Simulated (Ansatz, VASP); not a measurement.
**AlGa3P4 in VASP and in Ansatz**

```xyz
8
Lattice="-2.7492 2.7492 5.4974 2.7492 -2.7492 5.4974 2.7492 2.7492 -5.4974" Properties=species:S:1:pos:R:3 pbc="T T T"
Al    0.0000    0.0000    5.4974
Ga    0.0000    0.0000    0.0000
Ga    2.7492    0.0000    2.7487
Ga    0.0000    2.7492    2.7487
P     1.3764    1.3764   -1.3717
P     1.3729   -1.3729    6.8691
P     1.3729    1.3729    4.1258
P    -1.3729    1.3729    6.8691
```

Alike in both runs: functional PBE; k mesh 4 × 4 × 4; occupations gaussian, width 0.1 eV; no spin polarisation.

Ansatz relaxed the structure, and its values are those at the end. VASP's run is a single point on that final structure, the one shown.

```csv
,VASP,Ansatz
version,VASP 6.6.1,Ansatz 0.2.0
potentials or method,"VASP PAW PBE potentials, release 64 (Al, Ga_d, P)","scalar-relativistic, plane waves, PAW"
plane-wave cutoff (eV),520,420
valence electrons in the cell,62,62
```

VASP gave:

```
gap on the k mesh at the Fermi level (eV) : 1.64
least direct gap on the mesh (eV)         : 1.70
pressure (GPa)                            : 0.3
rms of the force components (eV/Å)        : 0.004
```

Q: Which values does Ansatz return?

A: gap on the k mesh at the Fermi level (eV): 1.65; least direct gap on the mesh (eV): 1.70; pressure (GPa): 0.4; rms of the force components (eV/Å): 0.002.

A k mesh can miss the band edges.
